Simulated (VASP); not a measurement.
# CsTaS2 (P-6m2) in VASP: further runs

The runs below take CsTaS2 through relaxation of cell and atoms, with PBE+TS, PBE+TS-HI, LDA, PBE.

Everything below comes from runs of VASP 6.6.1. Logs are shortened: lines on timing, memory, paths and dates and some standing lists are left out, and cuts for length are marked.

### 1 The structure

Symmetry: P-6m2, No. 187, hexagonal system. Conventional cell: a = 3.542 Å, b = 3.542 Å, c = 8.268 Å, α = 90.00°, β = 90.00°, γ = 120.00°. Cs (site symmetry -6m2) is surrounded by 6 S at 3.33 Å and 6 Cs at 3.54 Å. Ta (site symmetry -6m2) has 6 S at 2.54 Å as nearest neighbours. Around S (site symmetry 3m) lie 3 Ta at 2.54 Å.

The cell was built by a generator and needn't be a form met in nature.

### 2 Relaxation of cell and atoms, PBE+TS

File INCAR:

```
SYSTEM = CsTaS2
PREC     = Accurate       ! precision mode
ENCUT    = 600            ! plane-wave cutoff, eV
EDIFF    = 1E-6           ! SCF threshold, eV
ISMEAR   = -1             ! smearing method
SIGMA    = 0.05           ! smearing width, eV
LREAL    = .False.        ! projectors in reciprocal space
LASPH    = .True.         ! aspherical terms in the spheres
NELM     = 100            ! most SCF steps
ALGO     = Normal         ! electronic algorithm
ISIF     = 3              ! what is computed and relaxed
LWAVE    = .False.        ! write WAVECAR
LCHARG   = .False.        ! write CHGCAR
GGA      = PE             ! functional
IVDW     = 2              ! dispersion correction
IBRION   = 2              ! ionic algorithm
NSW      = 40             ! ionic steps
EDIFFG   = -0.01          ! ionic threshold
```

File KPOINTS:

```
regular mesh
0
Gamma
  7 7 3
  0 0 0
```

File POSCAR:

```
CsTaS2
1.0
    3.5423800000      0.0000000000      0.0000000000
   -1.7711900000      3.0677900000      0.0000000000
    0.0000000000      0.0000000000      8.2684800000
Cs Ta S
1 1 2
Direct
    0.0000000000      0.0000000000      0.5000000000
    0.3333300000      0.6666700000      0.0000000000
    0.6666700000      0.3333300000      0.1817700000
    0.6666700000      0.3333300000      0.8182300000
```

Potentials or basis: VASP PAW PBE potentials, release 64 (Cs_sv, Ta_pv, S).

Started as:

```
cat potpaw_PBE.64/Cs_sv/POTCAR potpaw_PBE.64/Ta_pv/POTCAR potpaw_PBE.64/S/POTCAR > POTCAR
mpirun -np 1 vasp_std > vasp.out
```

OUTCAR:

```text
SYSTEM = CsTaS2
   PREC = Accurate
   ENCUT = 600
   EDIFF = 1E-6
   ISMEAR = -1
   LREAL = .False.
   LASPH = .True.
   NELM = 100
   ISIF = 3
   GGA = PE
   IVDW = 2
   IBRION = 2
   NSW = 40
   EDIFFG = -0.01
  IVDW =   2

 ion  position               nearest neighbor table
   1  0.000  0.000  0.500-
   2  0.333  0.667  0.000-   3 2.54   4 2.54   3 2.54   4 2.54   3 2.54   4 2.54
   3  0.667  0.333  0.182-   2 2.54   2 2.54   2 2.54
   4  0.667  0.333  0.818-   2 2.54   2 2.54   2 2.54

  LATTYP: Found a hexagonal cell.
 ALAT       =     3.5423800000
 C/A-ratio  =     2.3341595199

  Lattice vectors:

 A1 = (   3.5423800000,   0.0000000000,   0.0000000000)
 A2 = (  -1.7711900000,   3.0677900000,   0.0000000000)
 A3 = (   0.0000000000,   0.0000000000,   8.2684800000)

Analysis of symmetry for initial positions (statically):
=====================================================================
 Subroutine PRICEL returns:
 Original cell was already a primitive cell.

 Routine SETGRP: Setting up the symmetry group for a
 hexagonal supercell.

 Subroutine GETGRP returns: Found  4 space group operations
 (whereof  4 operations were pure point group operations)
 out of a pool of 24 trial point group operations.

The static configuration has the point symmetry C_2v.

Analysis of symmetry for dynamics (positions and initial velocities):
=====================================================================
 Subroutine PRICEL returns:
 Original cell was already a primitive cell.

 Routine SETGRP: Setting up the symmetry group for a
 hexagonal supercell.

 Subroutine GETGRP returns: Found  4 space group operations
 (whereof  4 operations were pure point group operations)
 out of a pool of 24 trial point group operations.

The dynamic configuration has the point symmetry C_2v.

 Subroutine INISYM returns: Found  4 space group operations
 (whereof  4 operations are pure point group operations),
 and found     1 'primitive' translations

----------------------------------------------------------------------------------------

                                     Primitive cell

  volume of cell :      89.8559

  direct lattice vectors                    reciprocal lattice vectors
     3.542380000  0.000000000  0.000000000     0.282296083  0.162983777  0.000000000
    -1.771190000  3.067790000  0.000000000     0.000000000  0.325967553  0.000000000
     0.000000000  0.000000000  8.268480000     0.000000000  0.000000000  0.120941213

  length of vectors
     3.542380000  3.542379073  8.268480000     0.325967468  0.325967553  0.120941213

  position of ions in fractional coordinates (direct lattice)
     0.000000000  0.000000000  0.500000000
     0.333330000  0.666670000  0.000000000
     0.666670000  0.333330000  0.181770000
     0.666670000  0.333330000  0.818230000

  ion indices of the primitive-cell ions
   primitive index   ion index
                 1           1
                 2           2
                 3           3
                 4           4

----------------------------------------------------------------------------------------

 KPOINTS: regular mesh

Automatic generation of k-mesh.
 Grid dimensions read from file:
 generate k-points for:    7    7    3

 Generating k-lattice:

  Cartesian coordinates                     Fractional coordinates (reciprocal lattice)
     0.040328012  0.023283397  0.000000000     0.142857143  0.000000000  0.000000000
     0.000000000  0.046566793  0.000000000     0.000000000  0.142857143  0.000000000
     0.000000000  0.000000000  0.040313738     0.000000000  0.000000000  0.333333333

  Length of vectors
     0.046566781  0.046566793  0.040313738

  Shift w.r.t. Gamma in fractional coordinates (k-lattice)
     0.000000000  0.000000000  0.000000000

 Subroutine IBZKPT returns following result:
 ===========================================

 Found     32 irreducible k-points:

 Following reciprocal coordinates:
            Coordinates               Weight
  0.000000  0.000000  0.000000      1.000000
  0.142857  0.000000  0.000000      4.000000
 -0.142857  0.142857  0.000000      2.000000
  0.285714  0.000000  0.000000      4.000000
 -0.285714  0.285714  0.000000      2.000000
  0.428571  0.000000  0.000000      4.000000
[... 16 lines left out ...]
 -0.428571  0.428571  0.333333      4.000000
  0.142857  0.142857  0.333333      4.000000
 [... further k-points ...]
   k-points           NKPTS =     32   k-points in BZ     NKDIM =     32   number of bands    NBANDS=     20
   number of dos      NEDOS =    301   number of ions     NIONS =      4
   total plane-waves  NPLWV =  54880
   dimension x,y,z NGX =    28 NGY =   28 NGZ =   70
   dimension x,y,z NGXF=    56 NGYF=   56 NGZF=  140
   ions per type =               1   1   2
   NGX,Y,Z   is equivalent  to a cutoff of  13.14, 13.14, 14.07 a.u.
   NGXF,Y,Z  is equivalent  to a cutoff of  26.28, 26.28, 28.15 a.u.
 SYSTEM =  CsTaS2
   PREC   = accura    normal or accurate (medium, high low for compatibility)
   ISTART =      0    job   : 0-new  1-cont  2-samecut
   ICHARG =      2    charge: 1-file 2-atom 10-const
   ISPIN  =      1    spin polarized calculation?
   LNONCOLLINEAR =      F non collinear calculations
   LSORBIT =      F    spin-orbit coupling
   LASPH  =      T    aspherical Exc in radial PAW
   ENCUT  =  600.0 eV  44.10 Ry    6.64 a.u.   7.08  7.08 16.51*2*pi/ulx,y,z
   NELM   =    100;   NELMIN=  2; NELMDL= -5     # of ELM steps
   EDIFF  = 0.1E-05   stopping-criterion for ELM
   LREAL  =      F    real-space projection
   EDIFFG = -.1E-01   stopping-criterion for IOM
   NSW    =     40    number of steps for IOM
   IBRION =      2    ionic relax: 0-MD 1-quasi-New 2-CG
   NFREE  =      1    steps in history (QN), initial steepest desc. (CG)
   ISIF   =      3    stress and relaxation
   ISYM   =      2    0-nonsym 1-usesym 2-fastsym
   POTIM  = 0.5000    time-step for ionic-motion
   TEBEG  =    0.0;   TEEND  =   0.0 temperature during run
   PSTRESS=    0.0 pullay stress
   NELECT =      32.0000    total number of electrons
   NUPDOWN=      -1.0000    fix difference up-down
   EMIN   =  10.00;   EMAX   =-10.00  energy-range for DOS
   EFERMI =   0.00;   METHOD = LEGACY
   ISMEAR =    -1;   SIGMA  =   0.05  broadening in eV -4-tet -1-fermi 0-gaus
   EFERMI_NEDOS =   21; number of points for ismear=-14 and -15
   IALGO  =     38    algorithm
   IMIX   =      4    mixing-type and parameters
     AMIX     =   0.40;   BMIX     =  1.00
     AMIX_MAG =   1.60;   BMIX_MAG =  1.00
  volume/ion in A,a.u.               =      22.46       151.59
  Fermi-wavevector in a.u.,A,eV,Ry     =   1.160404  2.192846 18.320764  1.346538
  Thomas-Fermi vector in A             =   2.296987
   LORBIT       =      0    0 simple, 1 ext, 2 COOP (PROOUT), +10 PAW based schemes
   GGA     = PE    functional components
   LHFCALC =     F    Hartree Fock is set to
   AEXX    =    0.0000 exact exchange contribution
   IVDW    =     2    specifies the selected vdW correction
   LEPSILON=     F    determine dielectric tensor
   LRPA    =     F    only Hartree local field effects (RPA)
 conjugate gradient relaxation of ions
 non-spin polarized calculation
  energy-cutoff  :      600.00
  volume of cell :       89.86
 maximum number of plane-waves:      3033
   NGX = 15   NGY = 15   NGZ = 33

--------------------------------------- Ionic step        1  -------------------------------------------

 number of electron      31.9999999 magnetization

 Free energy of the ion-electron system (eV)
  ---------------------------------------------------
  ext. energy  EPLUGINS =         0.00000000
  ---------------------------------------------------
  free energy    TOTEN  =       -24.90629745 eV

  energy without entropy =      -24.90496799  energy(sigma->0) =      -24.90563272

------------------------ aborting loop because EDIFF is reached ----------------------------------------

  Tkatchenko/Scheffler method for vdW energy calculation

  Number of pair interactions contributing to vdW energy:   58422

  Edisp (eV):   -4.28915

  FORCE on cell =-STRESS in cart. coord.  units (eV):
  Direction    XX          YY          ZZ          XY          YZ          ZX
  --------------------------------------------------------------------------------------
  -------------------------------------------------------------------------------------
  Total       2.89449     2.89465    -4.96400     0.00015     0.00000     0.00000
  in kB      51.61019    51.61320   -88.51072     0.00264     0.00000     0.00000
  external pressure =        4.90 kB  Pullay stress =        0.00 kB
[... 287 lines left out ...]
  energy  without entropy=      -29.4750304853  energy(sigma->0) =      -29.47556012

--------------------------------------- Ionic step        8  -------------------------------------------

 number of electron      32.0000004 magnetization

 Free energy of the ion-electron system (eV)
  ---------------------------------------------------
  ext. energy  EPLUGINS =         0.00000000
  ---------------------------------------------------
  free energy    TOTEN  =       -24.64778271 eV

  energy without entropy =      -24.64672616  energy(sigma->0) =      -24.64725443

 E-fermi :   6.4863     XC(G=0): -10.3875

 val. band max:        6.3680831098   @ k =   0.0000   0.0000   0.3333
 cond. band min:       6.7082959834   @ k =  -0.2857  -0.4286   0.3333
 fundamental gap:      0.3402128737
 Fermi energy:         6.4863381536

 k-point     1 :       0.0000    0.0000    0.0000
  band No.  band energies     occupation
      1     -29.4090      2.00000
      2     -29.4090      2.00000
      3     -29.3831      2.00000
      4     -17.1900      2.00000
      5      -8.9314      2.00000
      6      -7.8150      2.00000
[... 12 lines left out ...]
     19       7.6822      0.00000
[... 513 lines left out ...]
      4     -16.9542      2.00000
      5      -8.6118      2.00000
      6      -7.3608      2.00000
[... 12 lines left out ...]
     19       8.1105      0.00000
     20       8.5705      0.00000

 [... further k-points ...]

------------------------ aborting loop because EDIFF is reached ----------------------------------------

  Hirshfeld charges:
            ion         q(e)
   ------------------------------
      1     Cs       0.18180681
      2     Ta       0.33545036
      3     S       -0.25862858
      4     S       -0.25862858

  Tkatchenko/Scheffler method for vdW energy calculation

  Number of pair interactions contributing to vdW energy:   58609

  Edisp (eV):   -4.82822

  FORCE on cell =-STRESS in cart. coord.  units (eV):
  Direction    XX          YY          ZZ          XY          YZ          ZX
  --------------------------------------------------------------------------------------
  -------------------------------------------------------------------------------------
  Total       0.00796     0.00800    -0.02301     0.00003     0.00000     0.00000
  in kB       0.14326     0.14389    -0.41399     0.00054     0.00000     0.00000
  external pressure =       -0.04 kB  Pullay stress =        0.00 kB
[... 19 lines left out ...]
  FREE ENERGIE OF THE ION-ELECTRON SYSTEM (eV)
  ---------------------------------------------------
  free  energy   TOTEN  =       -29.4760067756 eV

  energy  without entropy=      -29.4749502232  energy(sigma->0) =      -29.47547850

 reached required accuracy - stopping structural energy minimisation
```

It took 6.2 min on 1 thread of AMD EPYC 7R43 (Zen 3), shared host; peak memory 0.25 GiB.

What came out:

```yaml
Free_energy: -29.4760 eV
Relaxed_volume: 22.27 Å³/atom
Relaxed_cell: a = 3.662 Å, b = 3.662 Å, c = 7.669 Å, α = 90.00°, β = 90.00°, γ = 120.00°
Space_group_after_relaxing_to_0.05_Å: P-6m2 (No. 187)
Energy_gained_by_relaxing: 70.1 meV/atom
Ionic_steps: 8
Pressure_after_relaxing: 0.0 GPa
Band_gap_on_the_k_mesh: 0.34 eV, indirect (least direct gap 1.14 eV)
Hirshfeld_charges: Cs +0.18; Ta +0.34; S -0.26 e
Dispersion_energy_per_atom: -1.207 eV
```

Step by step:
```
step  energy change (eV)  largest force (eV/Å)  pressure (GPa)  volume (Å³)
   1              0.0000                0.1865            0.49        89.86
   2             -0.2564                0.5482           -0.26        90.48
   3             -0.2564                0.5448           -0.25        90.48
   4             -0.2765                0.1631           -0.66        90.07
   5             -0.2794                0.0366           -0.85        89.85
   6             -0.2759                0.0471            1.16        88.04
   7             -0.2806                0.0101           -0.24        89.29
   8             -0.2806                0.0001            0.00        89.06
```

Final structure:
```yaml
crystal:
  lattice:
    - [3.66199, 0.00000, 0.00000]
    - [-1.83100, 3.17137, 0.00000]
    - [0.00000, 0.00000, 7.66907]
  atoms:
    - { symbol: Cs, position: [0.00000, 0.00000, 0.50000] }
    - { symbol: Ta, position: [0.33333, 0.66667, 0.00000] }
    - { symbol: S, position: [0.66667, 0.33333, 0.18605] }
    - { symbol: S, position: [0.66667, 0.33333, 0.81395] }
```

Levels at points of the mesh, in eV from the valence-band top:
```csv
k point,band 12,band 13,band 14,band 15,band 16,band 17,band 18,band 19,band 20
"(0.00, 0.00, 0.00)",-4.60,-3.49,-3.49,-1.78,-0.29,1.04,1.04,1.31,1.38
```

Caveat: spin-orbit coupling is left out, which moves the levels of the heavy elements; an odd mesh through Γ misses points on the zone boundary, where band edges often lie. A hybrid or GW would open this gap; PBE tends to underestimate it.

(Continued in part 2 of 3.)
